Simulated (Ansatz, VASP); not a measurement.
# One calculation of Na2Be, two programs

```
Na Be
1.0
     5.20930    0.00000    0.00000
    -2.60465    4.51139    0.00000
     0.00000    0.00000    2.72296
Na Be
2 1
Direct
  0.33333 0.66667 0.50000
  0.66667 0.33333 0.50000
  0.00000 0.00000 0.00000
```

Alike in both runs: functional PBE; k mesh 12 × 12 × 16; occupations gaussian, width 0.1 eV; no spin polarisation.

Ansatz relaxed the structure, and its values are those at the end. VASP's run is a single point on that final structure, the one shown.

|  | VASP | Ansatz |
| --- | --- | --- |
| version | VASP 6.6.1 | Ansatz 0.2.0 |
| potentials or method | VASP PAW PBE potentials, release 64 (Na_pv, Be) | scalar-relativistic, plane waves, PAW |
| plane-wave cutoff (eV) | 520 | 420 |
| valence electrons in the cell | 16 | 20 |

```csv
,VASP,Ansatz,Ansatz less VASP
gap on the k mesh at the Fermi level (eV),none,none,-
pressure (GPa),0.0,0.0,-0.03
```

A gap of «none» marks a metal or a gap that the smearing closes. The two sets of potentials don't hold the same shells in valence.
